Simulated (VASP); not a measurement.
Here is the system:

```
Hf16S
1.0
    6.38980     0.00000     0.00000
    3.19490     5.53373     0.00000
    0.00000     0.00000    21.53897
Hf S
16 1
Direct
  0.83333   0.33333   0.32445
  0.33333   0.33333   0.32445
  0.83333   0.83333   0.32445
  0.33333   0.83333   0.32445
  0.00000   0.00000   0.44148
  0.50000   0.00000   0.44148
  0.00000   0.50000   0.44148
  0.50000   0.50000   0.44148
  0.83333   0.33333   0.55852
  0.33333   0.33333   0.55852
  0.83333   0.83333   0.55852
  0.33333   0.83333   0.55852
  0.00000   0.00000   0.67555
  0.50000   0.00000   0.67555
  0.00000   0.50000   0.67555
  0.50000   0.50000   0.67555
  0.33333   0.33333   0.75342
```

These are PBE GGA, VASP's PBE PAW potentials (set 64) (plane waves; VASP 6.6.1) values and carry that method's errors. Settings: PREC = Normal, EDIFF = 1E-5, 400 eV cut-off, 5×5×1 Γ-centred mesh, first-order Methfessel-Paxton smearing of 0.10 eV, potentials Hf S.

Task: The ions are relaxed. Predict the relaxed structure.

Result: 
```
Hf16S
1.0
    6.38980     0.00000     0.00000
    3.19490     5.53373     0.00000
    0.00000     0.00000    21.53897
Hf S
16 1
Direct
  0.83199   0.33602   0.32868
  0.33333   0.33333   0.32955
  0.83199   0.83199   0.32868
  0.33602   0.83199   0.32868
  0.00000   0.00000   0.43551
  0.50014   0.99971   0.43769
  0.99971   0.50014   0.43769
  0.50014   0.50014   0.43769
  0.83106   0.33789   0.55997
  0.33333   0.33333   0.56411
  0.83106   0.83106   0.55997
  0.33789   0.83106   0.55997
  0.00000   0.00000   0.66317
  0.50166   0.99668   0.67531
  0.99668   0.50166   0.67531
  0.50166   0.50166   0.67531
  0.33333   0.33333   0.75612
```

Task: How much energy does the relaxation gain?

Result: The energy (σ→0) changes by -40.6 meV/atom, in 10 ionic steps.

The cell is a thin slab with vacuum, built from Hf (hcp): (001) face, S adsorbed.
